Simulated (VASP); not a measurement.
ZnS (zinc blende), at 0.96 of the tabulated volume:

```yaml
crystal:
  lattice:
    - [0.00000, 2.66844, 2.66844]
    - [2.66844, 0.00000, 2.66844]
    - [2.66844, 2.66844, 0.00000]
  atoms:
    - { symbol: Zn, position: [0.00000, 0.00000, 0.00000] }
    - { symbol: S, position: [0.25000, 0.25000, 0.25000] }
```

The lowest empty band near Γ, direction [111], from PBE with spin-orbit coupling in VASP (PAW); its two spin partners are averaged. The gap over the points computed is 2.26 eV, and the next band on that side lies 3.98 eV away at the edge.

Settings: 400 eV cut-off, 10×10×10 Γ-centred mesh, Gaussian smearing of 0.050 eV, potentials Zn S.

| distance from the edge in k (1/Å) | distance in energy (meV) |
|---|---|
| 0.012 | 3.0 |
| 0.018 | 6.9 |
| 0.025 | 13.2 |
| 0.035 | 25.7 |
| 0.050 | 51.7 |
| 0.070 | 98.6 |

Q: Fit E(1 + αE) = ħ²k²/2m* (ħ²/2m0 = 3.810 eV Å²) and predict the row at 0.095 1/Å.

A: Least squares on the energies gives the electron mass m* = 0.179 m0 and α = 0.60 per eV, and so 174.2 meV. The run gave 173.5 meV, -0.7 meV from the fit.

Left out are points under 3 meV from the edge, since the levels carry 0.1 meV, and points farther than half the way to the next band.

The compound is ZnS in the zinc blende structure. The cell was not relaxed at this level.
